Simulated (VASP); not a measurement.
Given:

```
CELL_PARAMETERS angstrom
     -2.29000     2.29000     2.29000
      2.29000    -2.29000     2.29000
      2.29000     2.29000    -2.29000
ATOMIC_POSITIONS crystal
  Eu 0.00000 0.00000 0.00000
```

These are PW91 GGA, VASP's PBE PAW potentials (set 64) (plane waves; VASP) values and carry that method's errors. Settings: 520 eV cut-off, 10×10×10 Γ-centred mesh, first-order Methfessel-Paxton smearing of 0.10 eV, potentials Eu_2.

The 4f electrons are frozen in the core of the lanthanide potential, so 4f levels, which can set the real gap, and their magnetism are missing. Energy and stress use the plane-wave basis of the starting cell.

Task: The ions, cell shape and volume are relaxed. Which structure does the run end with?

Result: 
```
CELL_PARAMETERS angstrom
     -2.21604     2.21604     2.21604
      2.21604    -2.21604     2.21604
      2.21604     2.21604    -2.21604
ATOMIC_POSITIONS crystal
  Eu 0.00000 0.00000 0.00000
```
Space group Im-3m (229), at a tolerance of 0.03 Å.

Task: How do energy and volume change from the first to the last step?

Result: The energy (σ→0) changes by -16.8 meV/atom and the volume by -9.4 %, in 4 ionic steps.

```csv
step,E(σ→0) (eV),max force (eV/Å),pressure (GPa),volume (Å³)
1,-1.8732,0.000,-1.10,48.04
2,-1.8855,0.000,-0.61,45.79
3,-1.8899,0.000,-0.08,43.80
4,-1.8900,0.000,0.00,43.53
```

The compound is Eu in the bcc structure. This run relaxes it. Symmetry was kept, so distortions that lower it aren't found.
